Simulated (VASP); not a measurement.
Crystal: HgTe.

```
CELL_PARAMETERS angstrom
0.00000 3.25801 3.25801
3.25801 0.00000 3.25801
3.25801 3.25801 0.00000
ATOMIC_POSITIONS crystal
Hg 0.00000 0.00000 0.00000
Te 0.25000 0.25000 0.25000
```

Base run:

```yaml
Program: VASP 6.6.1
Functional: r2SCAN
Potentials_or_basis: VASP PAW PBE potentials, release 64 (Hg, Te)
Cutoff: 520 eV
k_mesh: 10 × 10 × 10
Occupations: gaussian, width 0.03 eV
Spin: no spin polarisation
```

Its results: pressure 1.2 GPa.

Question: The run is repeated on the same cell with these changes: functional from r2SCAN to LDA; potentials or basis from VASP PAW PBE potentials, release 64 (Hg, Te) to VASP PAW LDA potentials, release 64 (Hg, Te). What comes out?

Answer: Pressure -1.4 GPa.

Caveats: the PAW data sets were made with another functional, which shifts forces and pressure a little (some runs).
